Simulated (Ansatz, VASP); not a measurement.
# Li2H4Pt in two plane-wave programs, part 2 of 2

One calculation is typed for both programs; each brings its own data sets. How far apart do they land? The cell is generated by rule, not measured, and may not be a known phase. The cell is taken from a series of runs on this material, whose earlier steps may have relaxed, scaled, displaced or heated it; both programs get it as it stands.

VASP 6.6.1 and Ansatz 0.2.0.

So far: Set-up; VASP: relaxation of cell and atoms, PBEsol.

The structure was built from a prototype and need not be the compound's stable phase.

### Step 3. Ansatz: relaxation of cell and atoms, PBEsol

Level of this step: Ansatz beside VASP: Kohn-Sham DFT, plane waves, PBEsol (Ansatz).

Ansatz runs on its default PAW (the set named soft_2) files.

The same cell, functional and mesh now go to Ansatz, which takes its cutoff from its data sets.

Input file input.yaml:

```yaml
crystal:
  lattice:
    - [-2.3685020354, 2.3685020354, 2.8549408054]
    - [2.3685020354, -2.3685020354, 2.8549408054]
    - [2.3685020354, 2.3685020354, -2.8549408054]
  atoms:
    - { symbol: Li, position: [0.75, 0.25, 0.5] }
    - { symbol: Li, position: [0.25, 0.75, 0.5] }
    - { symbol: H, position: [0.2458503828, 0.2458503828, 0.4917007656] }
    - { symbol: H, position: [0.2458503828, 0.7541496172, 0.0] }
    - { symbol: H, position: [0.7541496172, 0.7541496172, 0.5082992344] }
    - { symbol: H, position: [0.7541496172, 0.2458503828, 0.0] }
    - { symbol: Pt, position: [0.0, 0.0, 0.0] }
kpoints:
  mp_grid: { grid: [8, 8, 8] }
hamiltonian:
  xc: pbesol
scf:
  occupations: { method: fixed }
output:
  forces: true
  stress: true
  eigenvalues: true
relax:
  adjacent_minimum: "off"
  f_tol: 0.001
  max_steps: 60
  cell: { stress_tol: 0.01 }
```

The run is started by

```
> ansatz run input.yaml --threads 8 --pin off --max-ram 14336MiB --backend cpu --events-out ev --progress --plain --runs-dir out
```

Numbers of over 12 decimals in the logs are rounded to 6 here.

The log of the run:

```text
Engine: ansatz 0.2.0, aarch64-unknown-linux-gnu
Pseudopotentials: kind: paw
Pseudopotential: Li, paw, valence charge 3, recommended cutoff 420 eV (normal), Li.paw.azcp
Pseudopotential: H, paw, valence charge 1, recommended cutoff 420 eV (normal), H.paw.azcp
Pseudopotential: Pt, paw, valence charge 18, recommended cutoff 420 eV (normal), Pt.paw.azcp
Functional definition: PBEsol
  exchange = pbesol_x
  correlation = pbesol_c
Crystal: 7 atoms, lattice volume = 64.063 Å³
Basis set: ecut = 420 eV, 1265 PW (Γ), exchange–correlation on 60×60×60 points (8 copies of the dense FFT grid, shifted against one another)
Bands: 21, of which v1, the nominal top of the filled ones, is band 14 counted from 1 (13 counted from 0)
Symmetry: 16 space group operations
Space group: I4/mmm (ITA 139), of the structure as read, at distance tolerance 4.0e-5 Å
k-points: 59 of 512
Non-local potential: Li, projectors of the file, l = 0: 3, l = 1: 2, l = 2: 1
Non-local potential: H, projectors of the file, l = 0: 2, l = 1: 1
Non-local potential: Pt, projectors of the file, l = 0: 3, l = 1: 2, l = 2: 2, l = 3: 1
PAW form: soft (Blöchl's): semilocal exchange-correlation on the pseudo side does not see the compensation charge
PAW frozen core: Pt, regenerated for the run's functional, and the local potential with it (the file was generated under x = pbe(κ = 0.804, μ = 0.219515), c = pbe(β = 0.066725))
PAW one-centre angular grid: Li, 110 points (default); XC on 64 Gauss nodes
PAW one-centre angular grid: H, 110 points (default); XC on 64 Gauss nodes
PAW one-centre angular grid: Pt, 590 points (default); XC on 64 Gauss nodes
Initial density: superposition of atomic densities (neutral atoms: chi_scale 0, normalization atom), corrected by the library's trained network
Initial wavefunctions: pseudopotential atomic-orbital guess
Functional: x = pbesol(κ = 0.804, μ = 0.123457), c = pbesol(β = 0.046)
SCF iter   1: F=—  HF=-12855.390330 eV  |F-HF|=—  |Δ(HF+E_count)|=         —  Δρ=5.71e-3  dr2=1.32e-2  ethr=1.77e-3  ⟨swp⟩=4.4  Hψ=4650  notcnv=0  defer=251
preconditioner: auto → none  [insulator: Δε(μ)=1.700 eV  Ē_g=10.548 eV  n_scr=14 (ndim 8)  ℏωp=18.6 eV  f_vac=0.005  ε∞_Penn≈4.1]
SCF iter   2: F=—  HF=-12855.386591 eV  |F-HF|=—  |Δ(HF+E_count)|=   3.74e-3  Δρ=2.28e-3  dr2=2.36e-3  ethr=4.70e-5  ⟨swp⟩=2.1  Hψ=2054  notcnv=0  defer=294
SCF iter   3: F=—  HF=-12855.386642 eV  |F-HF|=—  |Δ(HF+E_count)|=   5.18e-5  Δρ=1.88e-3  dr2=3.30e-3  ethr=8.44e-6  ⟨swp⟩=2.0  Hψ=1995  notcnv=0  defer=294
SCF iter   4: F=—  HF=-12855.385870 eV  |F-HF|=—  |Δ(HF+E_count)|=   7.72e-4  Δρ=2.24e-4  dr2=1.14e-5  ethr=8.44e-6  ⟨swp⟩=2.1  Hψ=1675  notcnv=0  defer=294
SCF iter   5: F=—  HF=-12855.385846 eV  |F-HF|=—  |Δ(HF+E_count)|=   2.49e-5  Δρ=3.09e-5  dr2=2.66e-7  ethr=4.08e-8  ⟨swp⟩=2.8  Hψ=2129  notcnv=0  defer=130
SCF iter   6: F=-12855.385846 eV  HF=-12855.385846 eV  |F-HF|=7.65e-9  |Δ(HF+E_count)|=   1.84e-7  Δρ=5.25e-6  dr2=7.47e-9  ethr=3.57e-10  ⟨swp⟩=9.5  Hψ=5926  notcnv=0
SCF 1 converged in 6 iterations: F = -12855.385846 eV  dr2 = 7.47e-9
  greatest PAW one-centre occupation: 1.000 electrons in one spin orbital (limit 2), on the Pt atom at site 6 (counted from 0), in its partial waves of l = 0
relax step   1: F+E_penalty+E_count = -12855.38584576 eV  Δ(F+E_penalty+E_count) = +0.000e0 eV  max|allowed force component| = 7.273e-4 eV/Å  Δτ_max = 0.0000 Å  P = -0.004 GPa  Ω = 64.063 Å³  (6 SCF iters, dr2 threshold 1.00e-7 eV, accepted)
Initial density: handed on by an earlier stage of this run
Initial wavefunctions: pseudopotential atomic-orbital guess (no wavefunctions were taken with the density)
iter 1 solved again at ethr=1.85e-7 eV; its pass at ethr=3.10e-3 eV (dr2=5.18e-5 eV) is discarded
SCF iter   1: F=—  HF=-12855.385871 eV  |F-HF|=—  |Δ(HF+E_count)|=         —  Δρ=5.17e-6  dr2=7.84e-9  ethr=1.85e-7  ⟨swp⟩=3.0  Hψ=7477  notcnv=0  defer=290
eigensolver tolerance schedule: the retry pair's looser diagonalisation over-reported the residual by 6601.39 of it (diagonalisation noise at 0.65 of the residual, at the tolerance the schedule requests for it); recorded, not acted on — ethr = c·dr2/N_el stays at c = 1.0e-1
preconditioner: auto → none  [insulator: Δε(μ)=1.740 eV  Ē_g=10.539 eV  n_scr=14 (ndim 8)  ℏωp=18.6 eV  f_vac=0.004  ε∞_Penn≈4.1]
SCF iter   2: F=—  HF=-12855.385846 eV  |F-HF|=—  |Δ(HF+E_count)|=   2.56e-5  Δρ=2.78e-6  dr2=2.13e-9  ethr=2.80e-11  ⟨swp⟩=2.5  Hψ=1936  notcnv=0  defer=204
SCF iter   3: F=—  HF=-12855.385846 eV  |F-HF|=—  |Δ(HF+E_count)|=   2.87e-9  Δρ=6.30e-7  dr2=2.30e-10  ethr=7.61e-12  ⟨swp⟩=2.0  Hψ=1699  notcnv=0  defer=204
SCF iter   4: F=—  HF=-12855.385846 eV  |F-HF|=—  |Δ(HF+E_count)|=  9.09e-12  Δρ=3.64e-7  dr2=1.25e-10  ethr=1.00e-12  ⟨swp⟩=2.2  Hψ=1571  notcnv=0  defer=204
SCF iter   5: F=—  HF=-12855.385846 eV  |F-HF|=—  |Δ(HF+E_count)|=  1.64e-11  Δρ=1.48e-7  dr2=1.19e-11  ethr=1.00e-12  ⟨swp⟩=2.3  Hψ=1484  notcnv=0  defer=204
SCF iter   6: F=-12855.385846 eV  HF=-12855.385846 eV  |F-HF|=1.82e-12  |Δ(HF+E_count)|=  1.82e-12  Δρ=1.27e-8  dr2=7.29e-14  ethr=1.00e-12  ⟨swp⟩=10.5  Hψ=6766  notcnv=0
SCF 2 converged in 6 iterations: F = -12855.385846 eV  dr2 = 7.29e-14
relax step   2: F+E_penalty+E_count = -12855.38584576 eV  Δ(F+E_penalty+E_count) = -9.495e-10 eV  max|allowed force component| = 7.252e-4 eV/Å  Δτ_max = 0.0000 Å  P = -0.004 GPa  Ω = 64.063 Å³  stress off target by 6.63e-3 GPa  SCF on the basis re-selected at this cell (its energy is not comparable with the rows above)  (6 SCF iters)
basis re-selected at this cell: Δ(F+E_penalty+E_count) = -9.495e-10 eV, ΔP = -0.000 GPa vs the last step (what re-selecting the basis moved, of the pressure what is left beyond the Pulay correction that the steps carried, after the strain that the cell walked since its last selection, with what the two solves' SCF thresholds leave and, on support functions, any second-order correction that the steps lacked; it is no  [...]
SCF converged after 6 iterations
Free energy (F): -12855.385846 eV
Harris-Foulkes:  -12855.385846 eV  (|F-HF|=1.82e-12)
Internal energy: -12855.385846 eV  (E = F + TS)
E sigma→0 (E₀):  -12855.385846 eV
Fermi energy:    4.298428 eV
--- Per-component energies (eV) ---
  E_band       = -591.256786
  E_kinetic    = 737.380334
  E_local      = -3157.152529  (includes V_loc(G=0)·N_el)
  E_nonlocal   = 139.889384
  E_hartree    = 1191.886450
  E_xc         = -318.264817
  E_vxc        = -377.734866  (∫ρ·V_xc dr)
  E_paw        = -9357.335826  (= ΣΔE_a)
  E_vpaw       = -317.407543  (= ΣTr[D̂ρ^β])
  E_aug_tail   = -0.004467  (compensation charges beyond the density's cutoff)
  E_ewald      = -2092.071357
  E_core_change = 0.286981  (= ΣΔE_core)
  E_smearing   = -0.000000  (= −TS)
  E_closure    = 0.000000  (closes the sum)
  Σ components = -12855.385846   (vs F -12855.385846, Δ=0.00e0)
--- Forces (eV/Å), atoms counted from 1 ---
  atom   1  Li    -0.00000000    -0.00000000     0.00000000
  atom   2  Li     0.00000000     0.00000000     0.00000000
  atom   3  H     -0.00072520    -0.00072520     0.00000000
  atom   4  H      0.00072520    -0.00072520     0.00000000
  atom   5  H      0.00072520     0.00072520     0.00000000
  atom   6  H     -0.00072520     0.00072520     0.00000000
  atom   7  Pt    -0.00000000     0.00000000    -0.00000000
  max |Σ_I F_I| component: 2.17e-18 eV/Å
--- Stress (GPa, compression-positive) ---
       -0.006628      -0.000000      -0.000000
       -0.000000      -0.006628       0.000000
       -0.000000      -0.000000       0.000899
  P = ⅓ Tr σ = -0.0041 GPa (-0.041 kbar)
--- Band table (eV; the first three rows and the last of 59) ---
  k-point 0: bands = [... 10 lower, 2.7166, 3.2696, 4.0920, 4.0920, 11.3882, 11.9707, 11.9710, 11.9710, ... 3 higher]
  k-point 1: bands = [... 10 lower, 2.7997, 2.8964, 3.9504, 4.2825, 10.1633, 10.7745, 11.4969, 12.5131, ... 3 higher]
  k-point 2: bands = [... 10 lower, 2.7307, 3.0260, 3.5831, 4.1881, 8.8178, 9.2487, 12.1695, 13.2346, ... 3 higher]
  k-point 58: bands = [... 10 lower, 2.2050, 3.3836, 3.3836, 4.1757, 6.4097, 8.6528, 11.7361, 12.9695, ... 3 higher]
--- Relaxed structure (1 steps of the walk, 1 accepted, 1 SCFs on fresh bases) ---
  F+E_penalty+E_count = -12855.38584576 eV   max|allowed force component| = 7.252e-4 eV/Å   (the final SCF, on the basis selected at the relaxed cell)
  cell:  # Å, volume = 64.0626 Å³
    - [-2.3685020354, 2.3685020354, 2.8549408054]
    - [2.3685020354, -2.3685020354, 2.8549408054]
    - [2.3685020354, 2.3685020354, -2.8549408054]
  atoms:
    - { symbol: Li, position: [0.750000, 0.25, 0.500000] }
    - { symbol: Li, position: [0.25, 0.750000, 0.500000] }
    - { symbol: H, position: [0.245850, 0.245850, 0.491701] }
    - { symbol: H, position: [0.2458503828, 0.7541496172, 0.0] }
    - { symbol: H, position: [0.754150, 0.754150, 0.5082992344] }
    - { symbol: H, position: [0.7541496172, 0.2458503828, 0.0] }
    - { symbol: Pt, position: [0.0, 0.0, 0.0] }
```

### Step 4. Differences

Known differences besides the potentials themselves: fixed occupations in Ansatz, narrow Gaussian smearing in VASP; the data sets hold 28 valence electrons in Ansatz (on its default PAW (the set named soft_2) files) and 20 in VASP; the cutoff is 420 eV in Ansatz and 750 eV in VASP; Ansatz makes its cores anew for this functional, VASP keeps those of its PBE data sets; Ansatz adds a Pulay correction to the stress that steers its cell, VASP none. Total energies have different zeros and are not compared.

Compared:

```tsv
quantity	Ansatz	VASP	difference
volume (Å³)	64.06	64.06	+0.00 %
edge a after relaxation, in the typed setting (Å)	4.401	4.401	+0.00 %
```

### Step 5. Summary of results

```
difference in volume (relaxation of cell and atoms, PBEsol) : 0.0038 %
```

In words: The difference in volume is 0.0038 % (relaxation of cell and atoms, PBEsol), within the 1.2 % picked in this series as the mark of a large difference, as far as the stopping tolerances let one tell. The data sets hold unlike numbers of valence electrons (28 in Ansatz and 20 in VASP), so part of the differences comes from the potentials. Such differences can come from data sets, numerical settings and the points named under the comparisons, not from the functional's error against experiment.

[Lines on the potential files, build, host, timing and source positions are cut from VASP's logs without a mark.]

[Logs are printed without paths, hosts, clocks, repeated set-up lines and the standing remarks that a program may print on its own settings, such as how far it seeks lower states.]

[Hosts, paths, dates, database ids (printed as entryN), source tags and the programs' standing remarks are cut or masked in the printed files.]
